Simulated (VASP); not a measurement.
# C₂H₄ICl: harmonic vibrations of a molecule

C₂H₄ICl, molecule in box, 8 atoms in the cell. PBE, harmonic vibrations; PAW potentials C, Cl, I, H (PBE set).

## Input

INCAR.step1:
```
PREC = Accurate ; ENCUT = 400
EDIFF = 1E-8 ; ISMEAR = 0
SIGMA = 0.01 ; ISYM = 0
LREAL = False ; LASPH = True
NELM = 100 ; ALGO = Normal
LWAVE = False ; LCHARG = False
IBRION = 2 ; NSW = 60
ISIF = 2 ; EDIFFG = -0.002
POTIM = 0.5
```

INCAR.step2, as INCAR.step1 but for:
```
- IBRION = 2
- NSW = 60
- ISIF = 2
- EDIFFG = -0.002
- POTIM = 0.5
+ IBRION = 5
+ NFREE = 2
+ POTIM = 0.015
+ NSW = 1
```

KPOINTS:
```
k-points
0
Gamma
  1 1 1
```

POSCAR.step1:
```
H4C2ICl
1.0
   12.0000000000      0.0000000000      0.0000000000
    0.0000000000     13.0000000000      0.0000000000
    0.0000000000      0.0000000000     12.0000000000
C Cl I H
2 1 1 4
Direct
    0.5508583300      0.5738192300      0.5169250000
    0.5132666700      0.4635115400      0.5197666700
    0.6249250000      0.3786500000      0.4915416700
    0.3772416700      0.4385653800      0.4055666700
    0.5824916700      0.5942884600      0.4347083300
    0.4813916700      0.6245807700      0.5374666700
    0.6173500000      0.5850346200      0.5780000000
    0.4793000000      0.4411884600      0.6001000000
```

Commands (each step's output is kept before the next begins):
```
cat potpaw_PBE.64/C/POTCAR potpaw_PBE.64/Cl/POTCAR potpaw_PBE.64/I/POTCAR potpaw_PBE.64/H/POTCAR > POTCAR
cp INCAR.step1 INCAR
cp POSCAR.step1 POSCAR
mpirun -np 4 vasp_gam > vasp.out
cp CONTCAR POSCAR
cp INCAR.step2 INCAR
mpirun -np 4 vasp_gam > vasp.out
```

## Result

- Vibrations (cm⁻¹; a negative value is imaginary): 3080, 3061, 3048, 2976, 1434, 1425, 1357, 1248, 1136, 1057, 1020, 943, 647, 494, 356, 265, 241, 182
- Zero-point energy (eV): 1.486
- Translations and rotations, which should read zero (cm⁻¹): -11, -7, -2, 1, 2, 7
- Vibrational entropy at 298 K (meV/K): 0.362
- Displaced cells: 48
- Ionic steps, all stages: 74
- Electronic steps, all stages: 1242

VASP 6.6.1 took 2267 s on 4 cores (Intel Xeon Platinum 8259CL @ 2.50GHz (Skylake/Cascade Lake)), a shared host.
